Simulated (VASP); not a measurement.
Input:

```
CELL_PARAMETERS angstrom
      3.96612     0.00000     0.00000
      0.00000     3.96612     0.00000
      0.00000     0.00000     4.07732
ATOMIC_POSITIONS crystal
  Ba 0.00000 0.00000 0.00389
  Ti 0.50000 0.50000 0.52057
  O  0.50000 0.50000 0.97100
  O  0.00000 0.50000 0.48427
  O  0.50000 0.00000 0.48427
```

Method: PBEsol GGA, VASP's PBE PAW potentials (set 64) (plane waves; VASP). Numerical set-up: 520 eV cut-off, Gaussian smearing of 0.050 eV, potentials Ba_sv Ti_sv O.

Unless said otherwise, spin-orbit coupling is left out, though it shifts the bands of the heavy elements here.

### Question
Give the energies of bands 12 to 23 at the high-symmetry points, in eV from the valence-band maximum.

### Answer

```
band      Γ      X      M      Z      R      A
----  -----  -----  -----  -----  -----  -----
12    -2.47  -4.12  -4.46  -4.11  -4.39  -4.59
13    -2.40  -2.94  -4.25  -2.90  -4.26  -3.92
14    -2.40  -2.94  -3.94  -2.90  -3.89  -3.88
15    -1.50  -2.52  -2.97  -2.08  -3.02  -2.61
16    -1.50  -2.06  -2.97  -2.08  -2.78  -2.54
17    -1.28  -1.97  -1.91  -2.08  -1.81  -2.54
18    -0.58  -1.77  -1.06  -2.07  -1.04  -0.26
19    -0.45  -1.27  -1.06  -0.74  -1.00  -0.26
20    -0.45  -1.08  -0.08  -0.74  -0.35   0.00
21     1.76   2.31   3.66   1.92   3.57   4.18
22     2.19   3.56   3.66   3.56   3.59   4.18
23     2.19   3.63   4.02   3.56   3.91   4.25
```

The gap is indirect, 1.77 eV, from the valence maximum at A to the conduction minimum at Γ.

The compound is BaTiO3 in the tetragonal perovskite structure. It was relaxed first.
